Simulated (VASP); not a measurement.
Wanted: the native input for a VASP 6.6.1 run.

```
Task                   : single point
Functional             : r2SCAN
Dispersion             : D3(BJ)
Potentials or basis    : VASP PAW PBE potentials, release 64 (O, H, Na_pv, Cl)
Cutoff                 : 520 eV
k mesh                 : 1 × 1 × 1
Occupations            : fermi-dirac, width 0.02 eV
Spin                   : no spin polarisation
Dipole correction      : no
Further INCAR settings : LREAL = Auto; ALGO = Normal; EDIFF = 1e-06; NBANDS = 69
```

Crystal: NaH20ClO10.

```
CELL_PARAMETERS angstrom
7.64717 0.00000 0.00000
0.00000 7.64717 0.00000
0.00000 0.00000 7.64717
ATOMIC_POSITIONS crystal
O 0.48487 0.74556 0.22912
O 0.13768 0.57573 0.15892
O 0.36818 0.31572 0.58303
O 0.00151 0.39124 0.49770
O 0.01878 0.25056 0.04876
O 0.83006 0.71479 0.36423
O 0.67887 0.87691 0.96625
O 0.39005 0.87057 0.55889
O 0.12355 0.08508 0.74403
O 0.45144 0.21765 0.14989
H 0.45297 0.81464 0.33347
H 0.54735 0.83309 0.15594
H 0.24620 0.63953 0.14788
H 0.06847 0.66933 0.20928
H 0.36986 0.41223 0.66228
H 0.49531 0.28497 0.57212
H 0.93088 0.48436 0.45257
H 0.92739 0.29453 0.52695
H 0.02825 0.37894 0.03831
H 0.07078 0.20775 0.93785
H 0.82317 0.79559 0.45788
H 0.70822 0.67323 0.35280
H 0.69107 0.96242 0.87542
H 0.74692 0.78088 0.90620
H 0.49587 0.94060 0.58140
H 0.29497 0.93180 0.62172
H 0.01170 0.07314 0.68969
H 0.20228 0.16256 0.67016
H 0.45727 0.18034 0.03111
H 0.55856 0.19803 0.21367
Na 0.20266 0.31314 0.30305
Cl 0.72477 0.09809 0.58841
```

The cell was built by a generator and needn't be a form met in nature.

The input as run:

POSCAR

```
NaH20ClO10
1.0
    7.6471670000      0.0000000000      0.0000000000
    0.0000000000      7.6471670000      0.0000000000
    0.0000000000      0.0000000000      7.6471670000
O H Na Cl
10 20 1 1
Direct
    0.4848723717      0.7455571455      0.2291175281
    0.1376849754      0.5757295479      0.1589215980
    0.3681755610      0.3157247645      0.5830263678
    1.0015081402      0.3912429270      0.4977006518
    1.0187825112      0.2505633786      0.0487631563
    0.8300590271      0.7147875808      0.3642263861
    0.6788657813      0.8769129797      0.9662532543
    0.3900529438      0.8705707617      0.5588867093
    0.1235490215      0.0850772580      0.7440271672
    0.4514351524      0.2176492288      0.1498855720
    0.4529651307      0.8146415529      0.3334698981
    0.5473530263      0.8330928303      0.1559401017
    0.2461957480      0.6395309531      0.1478848311
    0.0684698006      0.6693328392      0.2092801164
    0.3698624602      0.4122310916      0.6622844774
    0.4953076087      0.2849682765      0.5721203682
    0.9308806778      0.4843623789      0.4525728286
    0.9273891887      0.2945273720      0.5269533149
    1.0282500696      0.3789377164      0.0383148426
    1.0707756219      0.2077501381     -0.0621537361
    0.8231675861      0.7955887455      0.4578819843
    0.7082230583      0.6732297072      0.3527973170
    0.6910663779      0.9624217700      0.8754222315
    0.7469171263      0.7808774151      0.9062048730
    0.4958699084      0.9405966942      0.5814048523
    0.2949719811      0.9317960494      0.6217204358
    0.0117036806      0.0731381961      0.6896933204
    0.2022840615      0.1625569312      0.6701566737
    0.4572673776      0.1803412950      0.0311095599
    0.5585597908      0.1980341217      0.2136739004
    0.2026632869      0.3131355703      0.3030534053
    0.7247651320      0.0980886124      0.5884139839
```

INCAR.step1

```
SYSTEM = NaH20ClO10
  PREC = Accurate
  ENCUT = 520
  ISMEAR = -1
  SIGMA = 0.02
  LREAL = Auto
  LASPH = .TRUE.
  NELM = 100
  NBANDS = 69
  GGA = PE
  ALGO = Normal
  EDIFF = 1E-4
  LWAVE = .TRUE.
  LCHARG = .FALSE.
```

INCAR.step2

```
SYSTEM = NaH20ClO10
  PREC = Accurate
  ENCUT = 520
  EDIFF = 1E-6
  ISMEAR = -1
  SIGMA = 0.02
  LREAL = Auto
  LASPH = .TRUE.
  NELM = 100
  ALGO = Normal
  ISIF = 2
  LWAVE = .FALSE.
  LCHARG = .FALSE.
  METAGGA = R2SCAN
  LMIXTAU = .TRUE.
  IVDW = 12
  VDW_S6 = 1.0
  VDW_S8 = 0.78981345
  VDW_A1 = 0.49484001
  VDW_A2 = 5.73083694
  NBANDS = 69
  ISTART = 1
```

KPOINTS

```
Automatic mesh
0
G
  1 1 1
  0 0 0
```

Potentials or basis: VASP PAW PBE potentials, release 64 (O, H, Na_pv, Cl).

Command:

```sh
$ cat potpaw_PBE.64/O/POTCAR potpaw_PBE.64/H/POTCAR potpaw_PBE.64/Na_pv/POTCAR potpaw_PBE.64/Cl/POTCAR > POTCAR
$ cp INCAR.step1 INCAR
$ mpirun -np 1 vasp_gam > vasp.out
$ cp INCAR.step2 INCAR
$ mpirun -np 1 vasp_gam > vasp.out
```

It gave:

| Quantity | Value |
| --- | --- |
| Pressure | -1.0 GPa |
| Largest force | 2.425 eV/Å |
| Band gap on the k mesh | 5.13 eV, direct |
| Dispersion energy per atom | -0.016 eV |

Caveat: the PAW data sets were made with another functional, which shifts forces and pressure a little.

It took 110 s on 1 thread of Intel(R) Xeon(R) 6975P-C (Granite Rapids), with other jobs on the host, peak memory 0.55 GiB.
